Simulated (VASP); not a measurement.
Consider the following.

```xyz
3
Lattice="2.2013 -3.8128 0.0000 2.2013 3.8128 0.0000 0.0000 0.0000 6.0745" Properties=species:S:1:pos:R:3 pbc="T T T"
Te     0.6258     1.0839     4.0497
Te     3.1511     0.0000     0.0000
Te     0.6258    -1.0839     2.0248
```

Level of theory: PBEsol GGA, VASP's PBE PAW potentials (set 64) (plane waves; VASP 6.6.1). Numerical set-up: 520 eV cut-off, 10×10×6 Γ-centred mesh, first-order Methfessel-Paxton smearing of 0.10 eV, potentials Te.

Task: The ions and cell shape at fixed volume are relaxed. What does this cell relax into?

Result: 
```xyz
3
Lattice="2.2246 -3.8531 0.0000 2.2246 3.8531 0.0000 0.0000 0.0000 5.9481" Properties=species:S:1:pos:R:3 pbc="T T T"
Te     2.8330    -2.7993     3.9654
Te     3.2323     0.0000     0.0000
Te     2.8330     2.7993     1.9827
```
Space group P3_121 (152), at a tolerance of 0.03 Å.

Task: How much energy does the relaxation gain?

Result: The energy (σ→0) changes by -7.6 meV/atom, in 8 ionic steps.

```csv
step,E(σ→0) (eV),max force (eV/Å),pressure (GPa),volume (Å³)
1,-10.5276,0.201,-2.81,101.97
2,-10.5373,0.167,-2.52,101.97
3,-10.5483,0.074,-1.80,101.97
4,-10.5487,0.050,-1.62,101.97
5,-10.5497,0.028,-1.57,101.97
6,-10.5502,0.003,-1.49,101.97
7,-10.5503,0.008,-1.47,101.97
8,-10.5503,0.003,-1.51,101.97
```

The compound is Te in the trig structure. This cell is one point of a volume scan, at 1.06 of the reference volume. Symmetry was kept, so distortions that lower it aren't found.
